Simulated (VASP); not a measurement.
Calculation: PBE GGA with spin-orbit coupling, VASP's PBE PAW potentials (set 64) (plane waves; VASP).

The input files of a VASP run:

KPOINTS_OPT:
```
k-points along high-symmetry lines
7
Line-mode
Reciprocal
  0.000000   0.000000   0.000000 ! GAMMA
 -0.500000  -0.500000  -0.500000 ! T

 -0.500000  -0.500000  -0.500000 ! T
 -0.240257  -0.759743  -0.500000 ! H_2

  0.240257  -0.500000  -0.240257 ! H_0
 -0.000000  -0.500000   0.000000 ! L

 -0.000000  -0.500000   0.000000 ! L
  0.000000   0.000000   0.000000 ! GAMMA

  0.000000   0.000000   0.000000 ! GAMMA
  0.370129  -0.370129   0.000000 ! S_0

 -0.000000  -0.629871  -0.370129 ! S_2
  0.000000  -0.500000  -0.500000 ! F

  0.000000  -0.500000  -0.500000 ! F
  0.000000   0.000000   0.000000 ! GAMMA
```

POSCAR:
```
Bi
1
    4.2319651146    -2.2932603741     0.0108670379
    4.2319651146     2.2932603741     0.0108670379
    2.9795899137     0.0000000000     3.7803086987
Bi
2
Direct
  0.2341063884   0.2341063884   0.2341063884
  0.7658936116   0.7658936116   0.7658936116
```

KPOINTS:
```
Automatic mesh
0
Gamma
9 9 9
0 0 0
```

INCAR:
```
! general
SYSTEM     = Bi
PREC       = Accurate
ENCUT      = 400
LREAL      = .FALSE.
LASPH      = .TRUE.

! electronic loop
EDIFF      = 1E-6
NELM       = 100
ALGO       = Normal
LMAXMIX    = 4

! smearing
ISMEAR     = 0
SIGMA      = 0.05

! functional
GGA        = PE
GGA_COMPAT = .FALSE.

! spin
MAGMOM     = 6*0
LSORBIT    = .TRUE.

! output
LWAVE      = .FALSE.
LCHARG     = .FALSE.
```

POTCAR, in this order: Bi_d (PBE.64 set). Program: vasp_ncl.

**Question.** What will the output report for the number of irreducible k-points (NKPTS), number of bands (NBANDS), largest plane-wave count, number of space-group operations, FFT grid (NGX, NGY, NGZ)?

**Answer.** 
| Quantity | Value |
|---|---|
| number of irreducible k-points (NKPTS) | 85 |
| number of bands (NBANDS) | 38 |
| largest plane-wave count | 2726 |
| number of space-group operations | 12 |
| FFT grid (NGX, NGY, NGZ) | 32 × 32 × 32 |

The compound is Bi in the a7 structure. It was relaxed first.
